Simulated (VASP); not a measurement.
VASP runs on HfS (a trial cell in the CrB structure, space group Cmcm) share one base input (PBE GGA, plane waves, VASP's PBE PAW potentials (set 64)) and change the settings named in each case.

**POSCAR**
```
HfS
1.0
  1.7935800000  -4.7395990000   0.0000000000
  1.7935800000   4.7395990000   0.0000000000
  0.0000000000   0.0000000000   3.5346450000
S Hf
2 2
Direct
  0.5640000000   0.4360000000   0.2500000000
  0.4360000000   0.5640000000   0.7500000000
  0.8547500000   0.1452500000   0.2500000000
  0.1452500000   0.8547500000   0.7500000000
```

### INCAR
```
SYSTEM = HfS
PREC = Accurate
ENCUT = 400
EDIFF = 1E-6
NELM = 100
ALGO = Normal
LREAL = .FALSE.
LASPH = .TRUE.
ISMEAR = 0
SIGMA = 0.05
GGA = PE
LMAXMIX = 6
LWAVE = .FALSE.
LCHARG = .FALSE.
ISIF = 2
```

**KPOINTS**
```
Automatic
0
G
 6 6 6
```

POTCAR, in this order: S Hf_pv (PBE.64 set). Program: vasp_std.

```
change       E(σ→0) (eV/atom)  pressure (GPa)  plane waves
-----------  ----------------  --------------  -----------
base run              -7.1012           22.88         1106
ENCUT = 225           -7.0469           19.80          476
ENCUT = 250           -7.0717           21.23          552
ENCUT = 325        (withheld)      (withheld)          818
ENCUT = 450           -7.1016           22.88         1328
ENCUT = 500           -7.1018           22.90         1563
ENCUT = 525           -7.1019           22.90         1663
ENCUT = 725           -7.1026           22.95         2688
```

Question: What belongs in the gaps?

Answer: 
- ENCUT = 325, E(σ→0) (eV/atom): -7.0973
- ENCUT = 325, pressure (GPa): 22.67

Unless said otherwise, spin-orbit coupling is left out, though it shifts the bands of the heavy elements here.

Left out are runs that ran out of time, are held back, or changed the cell or the kind of run, fixed moments of cells without a moment, rows past the twelfth, gaps on odd meshes, pressures of charged cells and columns that move by less than the noise.

The structure was generated: HfS was put into the CrB type (Cmcm), which need not be its known phase. The cell was not relaxed at this level.
